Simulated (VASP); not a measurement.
Hf (hcp) is relaxed at rising pressure, each step from the one before. Symmetry mostly holds the structure type, and other phases were not tried. The mesh follows the cell, and a change of mesh leaves a small step in the series.

Here is the system:

```
Hf
1.0
    1.59766    -2.76723     0.00000
    1.59766     2.76723     0.00000
    0.00000     0.00000     5.03043
Hf
2
Direct
  0.33333   0.66667   0.25000
  0.66667   0.33333   0.75000
```

Method: r2SCAN meta-GGA, VASP's PBE PAW potentials (set 64) (plane waves; VASP). Settings: 500 eV cut-off, 13×13×7 Γ-centred mesh, first-order Methfessel-Paxton smearing of 0.10 eV, potentials Hf_pv.

Unless said otherwise, spin-orbit coupling is left out, though it shifts the bands of the heavy elements here.

```csv
P (GPa),V (Å³/atom),H − H(0) (eV/atom),space group,gap on the mesh (eV),k-mesh
0,22.24,0.000,P6_3/mmc,0.00,13×13×7
5,___,___,P6_3/mmc,0.00,13×13×8
10,20.57,1.332,P6_3/mmc,0.00,13×13×8
20,19.33,2.575,P6_3/mmc,0.00,14×14×8
30,___,___,P6_3/mmc,0.00,14×14×8
45,17.11,5.408,P6_3/mmc,0.00,14×14×8
```

**Question.** What belongs in the gaps?

**Answer.** 
- 5, V (Å³/atom): 21.33
- 5, H − H(0) (eV/atom): 0.679
- 30, V (Å³/atom): 18.34
- 30, H − H(0) (eV/atom): 3.750

Pressures at which the relaxation failed are left out.

The compound is Hf in the hcp structure.
